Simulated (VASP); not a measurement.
Input:

```
PtP
1.0
    3.68516     0.00000     0.00000
   -1.84258     3.19144     0.00000
    0.00000     0.00000     6.32455
Pt P
2 2
Direct
  0.33333   0.66667   0.00447
  0.66667   0.33333   0.50447
  0.33333   0.66667   0.37053
  0.66667   0.33333   0.87053
```

All values below come from PBEsol GGA, VASP's PBE PAW potentials (set 64) (plane waves; VASP). Run with 400 eV cut-off, 11×11×6 Γ-centred mesh, tetrahedra with Blöchl corrections, potentials Pt P.

The cores are frozen, which limits the accuracy of field gradients.

Q: Give the principal components of the electric field gradient (V/Å²) and the asymmetry η at each nucleus.

A: 
| atom | Vxx | Vyy | Vzz | η |
|---|---|---|---|---|
| Pt1 | 29.7 | 29.7 | -59.4 | 0.00 |
| Pt2 | 29.7 | 29.7 | -59.4 | 0.00 |
| P3 | -1.2 | -1.2 | 2.4 | 0.00 |
| P4 | -1.2 | -1.2 | 2.4 | 0.00 |

The structure was generated: PtP was put into the wurtzite type (P6_3mc), which need not be its known phase. It was relaxed first, which changed the volume by -16 %.
